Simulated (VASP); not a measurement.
A VASP calculation is set up with these files.

File KPOINTS:
```
Automatic mesh
0
Gamma
7 7 5
0 0 0
```

INCAR:
```
ALGO=Normal
EDIFF=1E-6
EDIFFG=-0.02
ENCUT=400
IBRION=2
ISIF=3
ISMEAR=1
LASPH=.True.
LCHARG=.False.
LMAXMIX=4
LMIXTAU=.True.
LREAL=.False.
LWAVE=.False.
METAGGA=R2SCAN
NELM=100
NSW=60
PREC=Accurate
SIGMA=0.1
SYSTEM=ScSi
```

### POSCAR
```
ScSi
1.0
  4.7308773971   0.0000000000   0.0000000000
 -2.3654386985   4.0970602625   0.0000000000
  0.0000000000   0.0000000000   5.3391355356
Sc Si
2 2
Cart
 -0.0000023654   2.7313748740   5.0054413794
  2.3654410640   1.3656853885   2.3358736116
 -0.0000023654   2.7313748740   2.3358699821
  2.3654410640   1.3656853885   5.0054377499
```

POTCAR, in this order: Sc_sv Si (PBE.64 set). Program: vasp_std.

### Question
Write an equivalent input for Ansatz.

### Answer
One equivalent input (not run):
Ansatz 0.2 input:
```yaml
crystal:
  lattice:
    - [4.7308774, 0.0000000, 0.0000000]
    - [-2.3654387, 4.0970603, 0.0000000]
    - [0.0000000, 0.0000000, 5.3391355]
  atoms:
    - { symbol: Sc, position: [0.3333330, 0.6666670, 0.9375003] }
    - { symbol: Sc, position: [0.6666670, 0.3333330, 0.4375003] }
    - { symbol: Si, position: [0.3333330, 0.6666670, 0.4374997] }
    - { symbol: Si, position: [0.6666670, 0.3333330, 0.9374997] }
kpoints:
  mp_grid: { grid: [7, 7, 5] }
hamiltonian:
  xc: r2scan
  pseudopotentials: { kind: paw }
scf:
  occupations: { method: methfessel_paxton, width: 0.1 }
  max_iter: 100
relax:
  max_steps: 60
  f_tol: 0.02
  cell: {}
output: { forces: true, stress: true, eigenvalues: true }
```
Limits of the translation: each code has its own PAW files, so the cut-off isn't converted (ENCUT is set for VASP's; basis.ecutwfc is left out, and Ansatz then takes the one that its files recommend); Ansatz stops its SCF on the density residual and VASP on the energy change (EDIFF).

The structure was generated: ScSi was put into the wurtzite type (P6_3mc), which need not be its known phase. It was relaxed first, which changed the volume by -24 %. The relaxed cell has space group P6_3/mmc. The start is the result of an earlier pass.
